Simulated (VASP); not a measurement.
# SiO2 (space group P3_121): computed properties

Calculation: r2SCAN meta-GGA, VASP's PBE PAW potentials (set 64) (plane waves; VASP).

| Quantity | Result |
|---|---|
| space group | P3_121 (152) |
| cell | a = 4.918 Å, b = 4.918 Å, c = 5.431 Å, α = 90.00°, β = 90.00°, γ = 120.00° |
| volume per atom | 12.64 Å³/atom |
| band gap (over mesh and band path) | 6.59 eV |
| smallest direct gap (over mesh and band path) | 6.90 eV |
| band-edge character | indirect, K to Γ |
| density | 2.63 g/cm³ |
| mean ε∞ (independent particles) | 2.37 |

```xyz
9
Lattice="4.9185 0.0000 0.0000 -2.4592 4.2595 0.0000 0.0000 0.0000 5.4305" Properties=species:S:1:pos:R:3 pbc="T T T"
Si     1.3062     2.2625     5.4305
Si     2.3060     0.0000     1.8102
Si    -1.1530     1.9970     3.6204
O      0.3072     1.7606     4.2623
O      0.7809     3.6453     0.6420
O     -1.0881     3.1131     2.4521
O      1.3711     1.1464     1.1682
O      2.7664     2.4989     4.7886
O      3.2401     0.6143     2.9784
```

The structure comes from a computed database's SiO2 entry (P3_121); how it stands against other phases isn't given here. It was relaxed first. Symmetry was kept, so distortions that lower it aren't found.
